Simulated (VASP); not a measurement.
Here is the system:

```
CELL_PARAMETERS angstrom
      2.57264     0.00000     0.00000
      0.00000     2.57264     0.00000
      0.00000     0.00000     2.57264
ATOMIC_POSITIONS crystal
  Al 0.00000 0.00000 0.00000
  N  0.50000 0.50000 0.50000
```

All values below come from PBEsol GGA, VASP's PBE PAW potentials (set 64) (plane waves; VASP). Run with 620 eV cut-off, 14×14×14 Γ-centred mesh, first-order Methfessel-Paxton smearing of 0.10 eV, potentials Al N.

Q: Estimate the energy per atom (σ→0), pressure, band gap (on the k-mesh) with the smallest direct gap where there is one.

A: 
| Item | Value |
|---|---|
| band gap (on the k-mesh) | none (metal, semimetal or under 0.01 eV) |
| energy per atom (σ→0) | -6.165 eV/atom |
| pressure | 5.00 GPa |

Only differences to runs with the same potentials and settings are physical.

The structure was generated: AlN was put into the CsCl type type (Pm-3m), which need not be its known phase. It was relaxed first under an external pressure of 5 GPa.
